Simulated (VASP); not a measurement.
The input files of a VASP run:

### POSCAR
```
BN
1
    0.0000000000     1.8075000000     1.8075000000
    1.8075000000     0.0000000000     1.8075000000
    1.8075000000     1.8075000000     0.0000000000
B N
1 1
Direct
  0.0000000000   0.0000000000   0.0000000000
  0.2500000000   0.2500000000   0.2500000000
```

INCAR:
```
SYSTEM = BN
PREC = Accurate
ENCUT = 520
EDIFF = 1E-6
NELM = 100
ALGO = Normal
LREAL = .FALSE.
LASPH = .TRUE.
ISMEAR = 0
SIGMA = 0.05
GGA = PE
LWAVE = .FALSE.
LCHARG = .FALSE.
ISIF = 2
```

KPOINTS:
```
Automatic mesh
0
Gamma
9 9 9
0 0 0
```

POTCAR, in this order: B N (PBE.64 set). Program: vasp_gam.

Output

**standard output**
```
 POSCAR found type information on POSCAR B N
 POSCAR found :  2 types and       2 ions
 Reading from existing POTCAR
 Reading from existing POTCAR
 LDA part: xc-table for (Slater+PW92), standard interpolation

 -----------------------------------------------------------------------------
|                                                                             |
|     EEEEEEE  RRRRRR   RRRRRR   OOOOOOO  RRRRRR      ###     ###     ###     |
|     E        R     R  R     R  O     O  R     R     ###     ###     ###     |
|     E        R     R  R     R  O     O  R     R     ###     ###     ###     |
|     EEEEE    RRRRRR   RRRRRR   O     O  RRRRRR       #       #       #      |
|     E        R   R    R   R    O     O  R   R                               |
|     E        R    R   R    R   O     O  R    R      ###     ###     ###     |
|     EEEEEEE  R     R  R     R  OOOOOOO  R     R     ###     ###     ###     |
|                                                                             |
|     You are using the Gamma-point-only version with more than one           |
|     k-point or some other non-Gamma k-point.                                |
|                                                                             |
|       ---->  I REFUSE TO CONTINUE WITH THIS SICK JOB ... BYE!!! <----       |
|                                                                             |
 -----------------------------------------------------------------------------
```

From input and log, find the fault in this run and mend it.

The cause: the Γ-only program was given a k-mesh. VASP stops with an error: You are using the Gamma-point-only version with more than one k-point or some other non-Gamma k-point. ----> I REFUSE TO CONTINUE WITH THIS SICK JOB ... BYE!!! <---- To mend it, run vasp_std.

The mended run (PBE GGA, plane waves, VASP's PBE PAW potentials (set 64)) converges, and its OSZICAR ends with
```
   1 F= -.17449758E+02 E0= -.17449758E+02  d E =-.147828E-12
```

The compound is BN in the zinc blende structure. The cell was not relaxed at this level.
